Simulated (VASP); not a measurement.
Runs of VASP 6.6.1 on MoS2. It takes space group P6_3/mmc (No. 194, hexagonal). The conventional cell has a = 3.169 Å, b = 3.169 Å, c = 12.731 Å, α = 90.00°, β = 90.00°, γ = 120.00°. Around Mo (site symmetry -6m2) lie 6 S at 2.41 Å. Around S (site symmetry 3m) lie 3 Mo at 2.41 Å. 

```csv
level,potentials or basis,gap on the mesh (eV),pressure (GPa)
optB88-vdW,"VASP PAW PBE potentials, release 64 (Mo_sv, S)",(a),0.9
LDA,"VASP PAW LDA potentials, release 64 (Mo_sv, S)",1.00,-3.4
rev-vdW-DF2,"VASP PAW PBE potentials, release 64 (Mo_sv, S)",1.02,-0.6
PBE+D3(BJ),"VASP PAW PBE potentials, release 64 (Mo_sv, S)",1.07,-2.0
```

Alike in all rows: task relaxation of the atoms; no spin polarisation; cell atoms relaxed; k mesh 12 × 12 × 3; cutoff (eV) 520; smearing gaussian 0.05 eV.

Fill in the values left out.

(a) 1.03.

Caveats: an odd mesh through Γ misses points on the zone boundary, where band edges often lie; the PAW data sets were made with another functional, which shifts forces and pressure a little (some runs).

A k mesh can miss the band edges, and the runs leave out spin-orbit coupling on Mo.

Not every run made on this cell is shown here.
